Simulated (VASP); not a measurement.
# SiF₂: atomisation energy, by ENCUT and potentials

SiF₂, molecule in box, 3 atoms in the cell.

| ENCUT (eV) | Potentials | Atomisation energy (eV) | Shortest bond (Å) | Time (s) |
|---|---|---|---|---|
| 440 | F_s, Si | 12.55 | 1.616 | 523 |
| 725 | F_GW, Si_GW | 12.71 | 1.605 | 1460 |
| 1150 | F_h, Si | 12.73 | 1.601 | 1944 |

## Input of the first row

INCAR.step1:
```
PREC = Accurate
ENCUT = 440
EDIFF = 1E-6
ISMEAR = 0
SIGMA = 0.002
LREAL = False
LASPH = True
ALGO = All
NELM = 300
LWAVE = False
LCHARG = False
METAGGA = R2SCAN
LMIXTAU = True
ISYM = 0
ISPIN = 2
MAGMOM = 1
ISEARCH = 1
LMAXMIX = 4
NBANDS = 10
```

INCAR.step2, as INCAR.step1 but for:
```
- MAGMOM = 1
- NBANDS = 10
+ MAGMOM = 2
+ NBANDS = 8
```

INCAR.step3:
```
PREC = Accurate
ENCUT = 440
EDIFF = 1E-6
ISMEAR = 0
SIGMA = 0.01
LREAL = False
LASPH = True
ALGO = Normal
NELM = 120
LWAVE = False
LCHARG = False
METAGGA = R2SCAN
LMIXTAU = True
ISYM = 0
IBRION = 2
NSW = 40
EDIFFG = -0.01
```

KPOINTS:
```
Automatic mesh
0
Gamma
  1 1 1
  0 0 0
```

POSCAR.step1:
```
F
1.0
   12.0000000000      0.0000000000      0.0000000000
    0.0000000000     12.4000000000      0.0000000000
    0.0000000000      0.0000000000     12.8000000000
F
1
Direct
    0.5000000000      0.5000000000      0.5000000000
```

POSCAR.step2:
```
Si
1.0
   12.0000000000      0.0000000000      0.0000000000
    0.0000000000     12.4000000000      0.0000000000
    0.0000000000      0.0000000000     12.8000000000
Si
1
Direct
    0.5000000000      0.5000000000      0.5000000000
```

POSCAR.step3:
```
SiF2
1.0
   12.4500000000      0.0000000000      0.0000000000
    0.0000000000     12.4500000000      0.0000000000
    0.0000000000      0.0000000000     12.4500000000
F Si
2 1
Direct
    0.5202045507      0.5984606222      0.5225862195
    0.5413100368      0.4015393778      0.5122254854
    0.4586899632      0.4943771965      0.4774137805
```

Commands (each step's output is kept before the next begins):
```
cat potpaw_PBE.64/F_s/POTCAR > POTCAR
cp INCAR.step1 INCAR
cp POSCAR.step1 POSCAR
mpirun -np 4 vasp_gam > vasp.out
cat potpaw_PBE.64/Si/POTCAR > POTCAR
rm WAVECAR CHG
cp INCAR.step2 INCAR
cp POSCAR.step2 POSCAR
mpirun -np 4 vasp_gam > vasp.out
cat potpaw_PBE.64/F_s/POTCAR potpaw_PBE.64/Si/POTCAR > POTCAR
rm WAVECAR CHG
cp INCAR.step3 INCAR
cp POSCAR.step3 POSCAR
mpirun -np 4 vasp_gam > vasp.out
```

Changes of the last row against the first:
```
(all steps)
- ENCUT = 440
+ ENCUT = 1150
- cat potpaw_PBE.64/F_s/POTCAR > POTCAR
- cat potpaw_PBE.64/F_s/POTCAR potpaw_PBE.64/Si/POTCAR > POTCAR
+ cat potpaw_PBE.64/F_h/POTCAR > POTCAR
+ cat potpaw_PBE.64/F_h/POTCAR potpaw_PBE.64/Si/POTCAR > POTCAR
```

VASP 6.6.1 took 523 s on 4 cores (Intel Xeon 6975P-C (Granite Rapids)), a shared host.
